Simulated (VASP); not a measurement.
An input for Quantum ESPRESSO's pw.x (written as the equivalent of a VASP run, and not itself run):

```
&CONTROL
  calculation = 'vc-relax'
  pseudo_dir = './pseudo'
  outdir = './out'
  tprnfor = .true.
  tstress = .true.
  nstep = 60
  forc_conv_thr = 0.00039
/
&SYSTEM
  ibrav = 0
  nat = 2
  ntyp = 2
  ecutwfc = 98
  occupations = 'smearing'
  smearing = 'methfessel-paxton'
  degauss = 0.00735
  input_dft = 'pbesol'
/
&ELECTRONS
  conv_thr = 7.3e-08
  electron_maxstep = 100
/
&IONS
/
&CELL
/
ATOMIC_SPECIES
  Ni 58.693 Ni.upf
  Al 26.982 Al.upf
CELL_PARAMETERS angstrom
     2.8621239   -0.0000000   -0.0000000
    -0.0000000    2.8621239   -0.0000000
    -0.0000000   -0.0000000    2.8621239
ATOMIC_POSITIONS crystal
  Ni   0.0000000  0.0000000  0.0000000
  Al   0.5000000  0.5000000  0.5000000
K_POINTS automatic
  11 11 11 0 0 0
```

Translate this input to VASP (INCAR, KPOINTS, POSCAR, choice of POTCAR).

This is not unique; one that fits is 
INCAR:
```
! general
SYSTEM  = NiAl
PREC    = Accurate
ENCUT   = 400
LREAL   = .FALSE.
LASPH   = .TRUE.

! electronic loop
EDIFF   = 1E-6
NELM    = 100
ALGO    = Normal
LMAXMIX = 4

! smearing
ISMEAR  = 1
SIGMA   = 0.1

! functional
GGA     = PS

! ions
IBRION  = 2
NSW     = 60
ISIF    = 3
EDIFFG  = -0.01

! output
LWAVE   = .FALSE.
LCHARG  = .FALSE.
```

**KPOINTS**
```
Automatic
0
Gamma
  11 11 11
```

**POSCAR**
```
NiAl
1
    2.8621238793    -0.0000000000    -0.0000000000
   -0.0000000000     2.8621238793    -0.0000000000
   -0.0000000000    -0.0000000000     2.8621238793
Ni Al
1 1
Direct
  0.0000000000   0.0000000000   0.0000000000
  0.5000000000   0.5000000000   0.5000000000
```

POTCAR, in this order: Ni Al (PBE.64 set). Program: vasp_std.

What does not carry over: the potentials are each code's own (VASP's PAW set, PseudoDojo norm-conserving files in pw.x), so ENCUT and ecutwfc are chosen apart and not converted; conv_thr bounds pw.x's estimated SCF error, while EDIFF bounds the energy change between steps; forc_conv_thr acts on force components and is met together with etot_conv_thr.

The structure was generated: NiAl was put into the CsCl type type (Pm-3m), which need not be its known phase. It was relaxed first, which changed the volume by -27 %. The start is the result of an earlier pass.
